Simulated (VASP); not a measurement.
# CaC (Pm-3m) in VASP: equation of state

How stiff is CaC in PBE, and what volume does it want? The cell is scaled to several volumes.

Program: VASP 6.6.1. These are calculated values, not measurements. Logs are shortened: lines on timing, memory, paths and dates and some standing lists are left out, and cuts for length are marked.

## Step 1: Starting point

Symmetry: Pm-3m, No. 221, cubic system. Conventional cell: a = 3.120 Å, b = 3.120 Å, c = 3.120 Å, α = 90.00°, β = 90.00°, γ = 90.00°. Ca (site symmetry m-3m) is surrounded by 8 C at 2.70 Å. C (site symmetry m-3m) has 8 Ca at 2.70 Å as nearest neighbours.

The cell was built by a generator and needn't be a form met in nature.

## Step 2: Equation of state, PBE, 14.27 Å³/atom (volume scaled by 0.94)

Input file INCAR:

```
  PREC = Accurate
  ENCUT = 520
  EDIFF = 1E-7
  ISMEAR = -1
  SIGMA = 0.05
  LREAL = F
  LASPH = T
  NELM = 100
  ALGO = Normal
  ISIF = 2
  LWAVE = F
  LCHARG = F
  GGA = PE
  NBANDS = 14
```

Input file KPOINTS:

```
regular mesh
0
Gamma
  9 9 9
```

Input file POSCAR:

```
CaC
1.0
    3.0561813130      0.0000000000      0.0000000000
    0.0000000000      3.0561813130      0.0000000000
    0.0000000000      0.0000000000      3.0561813130
Ca C
1 1
Direct
    0.0000000000      0.0000000000      0.0000000000
    0.5000000000      0.5000000000      0.5000000000
```

Potentials or basis: VASP PAW PBE potentials, release 64 (Ca_sv, C).

Started as:

```bash
> cat potpaw_PBE.64/Ca_sv/POTCAR potpaw_PBE.64/C/POTCAR > POTCAR
> mpirun -np 1 vasp_std > vasp.out
```

OUTCAR:

```text
PREC = Accurate
   ENCUT = 520
   EDIFF = 1E-7
   ISMEAR = -1
   LREAL = F
   LASPH = T
   NELM = 100
   ISIF = 2
   GGA = PE

 Found     35 irreducible k-points:

 Following reciprocal coordinates:
            Coordinates               Weight
  0.000000  0.000000  0.000000      1.000000
  0.111111  0.000000  0.000000      6.000000
  0.222222  0.000000  0.000000      6.000000
  0.333333  0.000000  0.000000      6.000000
  0.444444  0.000000  0.000000      6.000000
  0.111111  0.111111  0.000000     12.000000
   k-points           NKPTS =     35   k-points in BZ     NKDIM =     35   number of bands    NBANDS=     14
   number of dos      NEDOS =    301   number of ions     NIONS =      2
   total plane-waves  NPLWV =  13824
   dimension x,y,z NGX =    24 NGY =   24 NGZ =   24
   dimension x,y,z NGXF=    48 NGYF=   48 NGZF=   48
   ions per type =               1   1
   NGX,Y,Z   is equivalent  to a cutoff of  13.06, 13.06, 13.06 a.u.
   NGXF,Y,Z  is equivalent  to a cutoff of  26.11, 26.11, 26.11 a.u.
 SYSTEM =  unknown system
   PREC   = accura    normal or accurate (medium, high low for compatibility)
   ISTART =      0    job   : 0-new  1-cont  2-samecut
   ICHARG =      2    charge: 1-file 2-atom 10-const
   ISPIN  =      1    spin polarized calculation?
   LNONCOLLINEAR =      F non collinear calculations
   LSORBIT =      F    spin-orbit coupling
   LASPH  =      T    aspherical Exc in radial PAW
   ENCUT  =  520.0 eV  38.22 Ry    6.18 a.u.   5.68  5.68  5.68*2*pi/ulx,y,z
   NELM   =    100;   NELMIN=  2; NELMDL= -5     # of ELM steps
   EDIFF  = 0.1E-06   stopping-criterion for ELM
   LREAL  =      F    real-space projection
   EDIFFG = 0.1E-05   stopping-criterion for IOM
   NSW    =      0    number of steps for IOM
   IBRION =     -1    ionic relax: 0-MD 1-quasi-New 2-CG
   NFREE  =      0    steps in history (QN), initial steepest desc. (CG)
   ISIF   =      2    stress and relaxation
   ISYM   =      2    0-nonsym 1-usesym 2-fastsym
   POTIM  = 0.5000    time-step for ionic-motion
   TEBEG  =    0.0;   TEEND  =   0.0 temperature during run
   PSTRESS=    0.0 pullay stress
   NELECT =      14.0000    total number of electrons
   NUPDOWN=      -1.0000    fix difference up-down
   EMIN   =  10.00;   EMAX   =-10.00  energy-range for DOS
   EFERMI =   0.00;   METHOD = LEGACY
   ISMEAR =    -1;   SIGMA  =   0.05  broadening in eV -4-tet -1-fermi 0-gaus
   EFERMI_NEDOS =   21; number of points for ismear=-14 and -15
   IALGO  =     38    algorithm
   IMIX   =      4    mixing-type and parameters
     AMIX     =   0.40;   BMIX     =  1.00
     AMIX_MAG =   1.60;   BMIX_MAG =  1.00
  volume/ion in A,a.u.               =      14.27        96.32
  Fermi-wavevector in a.u.,A,eV,Ry     =   1.291036  2.439705 22.677841  1.666774
  Thomas-Fermi vector in A             =   2.422831
   LORBIT       =      0    0 simple, 1 ext, 2 COOP (PROOUT), +10 PAW based schemes
   GGA     = PE    functional components
   LHFCALC =     F    Hartree Fock is set to
   AEXX    =    0.0000 exact exchange contribution
   IVDW    =     0    specifies the selected vdW correction
   LEPSILON=     F    determine dielectric tensor
   LRPA    =     F    only Hartree local field effects (RPA)
 non-spin polarized calculation
  energy-cutoff  :      520.00
  volume of cell :       28.55
 maximum number of plane-waves:       784
 NGX is ok and might be reduce to    24
   NGX = 11   NGY = 11   NGZ = 11

 number of electron      13.9999999 magnetization

 Free energy of the ion-electron system (eV)
  ---------------------------------------------------
  ext. energy  EPLUGINS =         0.00000000
  ---------------------------------------------------
  free energy    TOTEN  =        -8.94514767 eV

  energy without entropy =       -8.93643678  energy(sigma->0) =       -8.94079222

 E-fermi :   4.5592     XC(G=0): -10.8022

 val. band max:        4.4855054730   @ k =   0.4444   0.1111   0.1111
 cond. band min:       4.5901238252   @ k =   0.3333   0.1111   0.1111
 fundamental gap:      0.1046183522
 Fermi energy:         4.5591760392

 k-point     1 :       0.0000    0.0000    0.0000
  band No.  band energies     occupation
      1     -35.1564      2.00000
      2     -15.8423      2.00000
      3     -15.8423      2.00000
      4     -15.8423      2.00000
      5      -6.0349      2.00000
      6       5.8496      0.00000
      7       5.8496      0.00000
      8       5.8496      0.00000
      9       6.5152      0.00000
     10       6.5152      0.00000
     11      11.7614      0.00000
     12      11.7614      0.00000
     13      11.7614      0.00000
     14      12.0425      0.00000

 k-point     2 :       0.1111    0.0000    0.0000
  band No.  band energies     occupation
      1     -35.1445      2.00000
      2     -15.9551      2.00000
      3     -15.8321      2.00000
      4     -15.8321      2.00000
      5      -5.8552      2.00000
      6       4.7530      0.04061
      7       5.7546      0.00000
      8       5.7546      0.00000
      9       6.6201      0.00000
     10       7.4521      0.00000
     11      11.7958      0.00000
     12      11.8293      0.00000
     13      11.8293      0.00000
     14      12.4584      0.00000

 k-point     3 :       0.2222    0.0000    0.0000
  band No.  band energies     occupation
      1     -35.1144      2.00000
      2     -16.2296      2.00000
      3     -15.8060      2.00000
      4     -15.8060      2.00000
      5      -5.3698      2.00000
      6       3.2353      2.00000
      7       5.5173      0.00000
      8       5.5173      0.00000
      9       6.9066      0.00000
     10       8.8000      0.00000
     11      11.8845      0.00000
     12      12.0283      0.00000
     13      12.0283      0.00000
     14      13.3188      0.00000

 k-point     4 :       0.3333    0.0000    0.0000
  band No.  band energies     occupation
      1     -35.0798      2.00000
      2     -16.5248      2.00000
      3     -15.7762      2.00000
      4     -15.7762      2.00000
      5      -4.7279      2.00000
      6       1.8265      2.00000
      7       5.2531      0.00000
      8       5.2531      0.00000
      9       7.2787      0.00000
     10      10.3695      0.00000
     11      11.9886      0.00000
     12      12.3078      0.00000
     13      12.3078      0.00000
     14      14.1244      0.00000

 k-point     5 :       0.4444    0.0000    0.0000
  band No.  band energies     occupation
      1     -35.0570      2.00000
      2     -16.7092      2.00000
      3     -15.7565      2.00000
      4     -15.7565      2.00000
      5      -4.2080      2.00000
      6       0.9037      2.00000
      7       5.0842      0.00006
      8       5.0842      0.00006
      9       7.5581      0.00000
     10      11.6575      0.00000
     11      12.0583      0.00000
     12      12.5278      0.00000
     13      12.5278      0.00000
     14      14.7141      0.00000

 k-point     6 :       0.1111    0.1111    0.0000
  band No.  band energies     occupation
      1     -35.1328      2.00000
      2     -15.9599      2.00000
      3     -15.9257      2.00000
      4     -15.8220      2.00000
      5      -5.6890      2.00000
      6       4.7184      0.07944
      7       4.8276      0.00928
      8       5.6939      0.00000
      9       7.0943      0.00000
     10       7.8681      0.00000
     11      11.5197      0.00000
     12      11.6500      0.00000
     13      12.1376      0.00000
     14      13.0064      0.00000

 [... further k-points ...]

------------------------ aborting loop because EDIFF is reached ----------------------------------------

  FORCE on cell =-STRESS in cart. coord.  units (eV):
  Direction    XX          YY          ZZ          XY          YZ          ZX
  --------------------------------------------------------------------------------------
  -------------------------------------------------------------------------------------
  Total        1.1011616      1.1011616      1.1011616      0.0000000      0.0000000      0.0000000
  in kB       61.8050952     61.8050952     61.8050952      0.0000000      0.0000000      0.0000000
  external PRESSURE =      61.8050952 kB  Pullay stress =       0.0000000 kB

 VOLUME and BASIS-vectors are now :
 -----------------------------------------------------------------------------
  energy-cutoff  :      520.00
  volume of cell :       28.55
      direct lattice vectors                 reciprocal lattice vectors
     3.056181313  0.000000000  0.000000000     0.327205718  0.000000000  0.000000000
     0.000000000  3.056181313  0.000000000     0.000000000  0.327205718  0.000000000
     0.000000000  0.000000000  3.056181313     0.000000000  0.000000000  0.327205718

 POSITION                                       TOTAL-FORCE (eV/Angst)
 -----------------------------------------------------------------------------------
      0.00000      0.00000      0.00000         0.000000      0.000000      0.000000
      1.52809      1.52809      1.52809         0.000000      0.000000      0.000000
 -----------------------------------------------------------------------------------
    total drift:                                0.000000      0.000000     -0.000000

  FREE ENERGIE OF THE ION-ELECTRON SYSTEM (eV)
  ---------------------------------------------------
  free  energy   TOTEN  =        -8.9451476720 eV

  energy  without entropy=       -8.9364367772  energy(sigma->0) =       -8.94079222
```

Run time: 5.9 s. Hardware: 1 thread of Intel Xeon Platinum 8375C at 2.90GHz (Ice Lake), shared host; peak memory 0.14 GiB.

Results:

| Item | Value |
| --- | --- |
| Free energy | -8.9451 eV |
| Pressure | 6.2 GPa |
| Band gap on the k mesh | none (metal or under the smearing width) |

## Step 3: Equation of state, PBE, 14.58 Å³/atom (volume scaled by 0.96)

Input file INCAR:

```
PREC = Accurate ; ENCUT = 520
EDIFF = 1E-7 ; ISMEAR = -1
SIGMA = 0.05 ; LREAL = F
LASPH = T ; NELM = 80
ALGO = Normal ; ISIF = 2
LWAVE = F ; LCHARG = F
GGA = PE ; NBANDS = 14
```

Input file KPOINTS:

```
Automatic mesh
0
Gamma
  9 9 9
```

Input file POSCAR:

```
CaC
1.0
    3.0777044257      0.0000000000      0.0000000000
    0.0000000000      3.0777044257      0.0000000000
    0.0000000000      0.0000000000      3.0777044257
Ca C
1 1
Direct
    0.0000000000      0.0000000000      0.0000000000
    0.5000000000      0.5000000000      0.5000000000
```

Potentials or basis: VASP PAW PBE potentials, release 64 (Ca_sv, C).

Started as:

```bash
> cat potpaw_PBE.64/Ca_sv/POTCAR potpaw_PBE.64/C/POTCAR > POTCAR
> mpirun -np 1 vasp_std > vasp.out
```

Wall time 5.8 s (1 thread of Intel Xeon Platinum 8375C at 2.90GHz (Ice Lake), shared host); peak memory 0.14 GiB.

The run converged. Its results:

- Free energy: -8.9649 eV
- Pressure: 4.2 GPa
- Band gap on the k mesh: none (metal or under the smearing width)

## Step 4: Equation of state, PBE, 14.88 Å³/atom (volume scaled by 0.98)

Input file INCAR:

```
SYSTEM = CaC
PREC = Accurate
ENCUT = 520
EDIFF = 1E-7
ISMEAR = -1
SIGMA = 0.05
LREAL = .FALSE.
LASPH = .TRUE.
NELM = 80
ALGO = Normal
ISIF = 2
LWAVE = .FALSE.
LCHARG = .FALSE.
GGA = PE
NBANDS = 14
```

Input file KPOINTS:

```
regular mesh
0
G
  9 9 9
  0 0 0
```

Input file POSCAR:

```
CaC
1.0
    3.0989306443      0.0000000000      0.0000000000
    0.0000000000      3.0989306443      0.0000000000
    0.0000000000      0.0000000000      3.0989306443
Ca C
1 1
Direct
    0.0000000000      0.0000000000      0.0000000000
    0.5000000000      0.5000000000      0.5000000000
```

Started as:

```bash
> cat potpaw_PBE.64/Ca_sv/POTCAR potpaw_PBE.64/C/POTCAR > POTCAR
> mpirun -np 1 vasp_std > vasp.out
```

It took 5.9 s on 1 thread of Intel Xeon Platinum 8375C at 2.90GHz (Ice Lake), shared host; peak memory 0.14 GiB.

Results (log left out):

```
Free energy            : -8.9774 eV
Pressure               : 2.3 GPa
Band gap on the k mesh : none (metal or under the smearing width)
```

## Step 5: Equation of state, PBE, 15.49 Å³/atom (volume scaled by 1.02)

Input file INCAR:

```
SYSTEM = CaC
  ALGO = Normal
  EDIFF = 1E-7
  ENCUT = 520
  GGA = PE
  ISIF = 2
  ISMEAR = -1
  LASPH = .TRUE.
  LCHARG = .FALSE.
  LREAL = .FALSE.
  LWAVE = .FALSE.
  NBANDS = 14
  NELM = 60
  PREC = Accurate
  SIGMA = 0.05
```

Input file KPOINTS:

```
k-points
0
G
  9 9 9
  0 0 0
```

Input file POSCAR:

```
CaC
1.0
    3.1405319929      0.0000000000      0.0000000000
    0.0000000000      3.1405319929      0.0000000000
    0.0000000000      0.0000000000      3.1405319929
Ca C
1 1
Direct
    0.0000000000      0.0000000000      0.0000000000
    0.5000000000      0.5000000000      0.5000000000
```

Started as:

```bash
> cat potpaw_PBE.64/Ca_sv/POTCAR potpaw_PBE.64/C/POTCAR > POTCAR
> mpirun -np 1 vasp_std > vasp.out
```

It took 6.3 s on 1 thread of Intel Xeon Platinum 8375C at 2.90GHz (Ice Lake), shared host; peak memory 0.14 GiB.

Results (log left out):

| Item | Value |
| --- | --- |
| Free energy | -8.9830 eV |
| Pressure | -0.9 GPa |
| Band gap on the k mesh | none (metal or under the smearing width) |

## Step 6: Equation of state, PBE, 15.79 Å³/atom (volume scaled by 1.04)

Input file INCAR:

```
PREC = Accurate
ENCUT = 520
EDIFF = 1E-7
ISMEAR = -1
SIGMA = 0.05
LREAL = F
LASPH = T
NELM = 80
ALGO = Normal
ISIF = 2
LWAVE = F
LCHARG = F
GGA = PE
NBANDS = 14
```

Input file KPOINTS:

```
regular mesh
0
Gamma
  9 9 9
```

Input file POSCAR:

```
CaC
1.0
    3.1609256292      0.0000000000      0.0000000000
    0.0000000000      3.1609256292      0.0000000000
    0.0000000000      0.0000000000      3.1609256292
Ca C
1 1
Direct
    0.0000000000      0.0000000000      0.0000000000
    0.5000000000      0.5000000000      0.5000000000
```

Potentials or basis: VASP PAW PBE potentials, release 64 (Ca_sv, C).

Started as:

```bash
> cat potpaw_PBE.64/Ca_sv/POTCAR potpaw_PBE.64/C/POTCAR > POTCAR
> mpirun -np 1 vasp_std > vasp.out
```

It took 6.3 s on 1 thread of Intel Xeon Platinum 8375C at 2.90GHz (Ice Lake), shared host; peak memory 0.14 GiB.

Results (log left out):

- Free energy: -8.9774 eV
- Pressure: -2.2 GPa
- Band gap on the k mesh: none (metal or under the smearing width)

## Step 7: Equation of state, PBE, 16.09 Å³/atom (volume scaled by 1.06)

Input file INCAR:

```
SYSTEM = CaC
  PREC = Accurate
  ENCUT = 520
  EDIFF = 1E-7
  ISMEAR = -1
  SIGMA = 0.05
  LREAL = .FALSE.
  LASPH = .TRUE.
  NELM = 100
  ALGO = Normal
  ISIF = 2
  LWAVE = .FALSE.
  LCHARG = .FALSE.
  GGA = PE
  NBANDS = 14
```

Input file KPOINTS:

```
Automatic mesh
0
G
  9 9 9
  0 0 0
```

Input file POSCAR:

```
CaC
1.0
    3.1810594563      0.0000000000      0.0000000000
    0.0000000000      3.1810594563      0.0000000000
    0.0000000000      0.0000000000      3.1810594563
Ca C
1 1
Direct
    0.0000000000      0.0000000000      0.0000000000
    0.5000000000      0.5000000000      0.5000000000
```

Started as:

```bash
> cat potpaw_PBE.64/Ca_sv/POTCAR potpaw_PBE.64/C/POTCAR > POTCAR
> mpirun -np 1 vasp_std > vasp.out
```

Wall time 6.6 s (1 thread of Intel Xeon Platinum 8375C at 2.90GHz (Ice Lake), shared host); peak memory 0.14 GiB.

It converged, with:

| Property | Result |
| --- | --- |
| Free energy | -8.9669 eV |
| Pressure | -3.4 GPa |
| Band gap on the k mesh | none (metal or under the smearing width) |

## Step 8: Equation of state, PBE

Potentials or basis: VASP PAW PBE potentials, release 64 (Ca_sv, C).

This step only gathers the single runs of the series.

Results:

- Equilibrium volume: 15.32 Å³/atom
- Bulk modulus: 76 GPa
- Pressure derivative of the bulk modulus: 4.1

Energy against volume, from the lowest point:
| volume (Å³/atom) | energy (meV/atom) |
| --- | --- |
| 14.273 | 19.03 |
| 14.576 | 9.14 |
| 14.880 | 2.92 |
| 15.184 | 0.00 |
| 15.487 | 0.09 |
| 15.791 | 2.89 |
| 16.095 | 8.15 |
